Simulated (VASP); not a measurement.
Calculation: PBEsol GGA, VASP's PBE PAW potentials (set 64) (plane waves; VASP).

A VASP calculation is set up with these files.

**INCAR**
```
LMAXMIX  =  4   # l cut-off of mixed one-centre charges
ISIF  =  2
SYSTEM  =  TcAs
SIGMA  =  0.272   # width (eV)
LCHARG  =  .FALSE.
LREAL  =  .FALSE.
ALGO  =  Normal   # blocked Davidson
ISMEAR  =  0
NELM  =  100   # most electronic steps
EDIFF  =  1E-6   # SCF stop (eV)
PREC  =  Accurate
LASPH  =  .TRUE.   # aspherical one-centre terms
LWAVE  =  .FALSE.
ENCUT  =  300   # plane-wave cut-off (eV)
GGA  =  PS
```

KPOINTS:
```
kpoints
0
Gamma
3 3 3
```

POSCAR:
```
TcAs
1
    5.3845350000     0.0000000000     0.0000000000
   -2.6922670000     4.6631440000     0.0000000000
    0.0000000000     0.0000000000     4.3448580000
Tc As
3 3
Direct
  0.5000000000   0.0000000000   0.0000000000
  0.5000000000   0.5000000000   0.0000000000
  0.0000000000   0.5000000000   0.0000000000
  0.0000000000   0.0000000000   0.0000000000
  0.3333330000   0.6666670000   0.5000000000
  0.6666670000   0.3333330000   0.5000000000
```

POTCAR, in this order: Tc_pv As (PBE.64 set). Program: vasp_std.

Problem. What will the output report for the number of irreducible k-points (NKPTS), largest plane-wave count, number of space-group operations, FFT grid (NGX, NGY, NGZ)?

Solution. 
```yaml
number of irreducible k-points (NKPTS): 6
largest_plane_wave_count: 1293
number_of_space_group_operations: 24
FFT grid (NGX, NGY, NGZ): 30 × 30 × 28
```

The structure was generated: TcAs was put into an ordered model structure, which need not be its known phase. The cell was not relaxed at this level. The k-mesh is coarse (spacing up to 0.48 per Å, 2π included), so the numbers may not be converged in it. The run is one of a series of settings (GGA = PS against the base run), some of them coarse on purpose. VASP warned that the highest band is occupied, so more bands are needed.
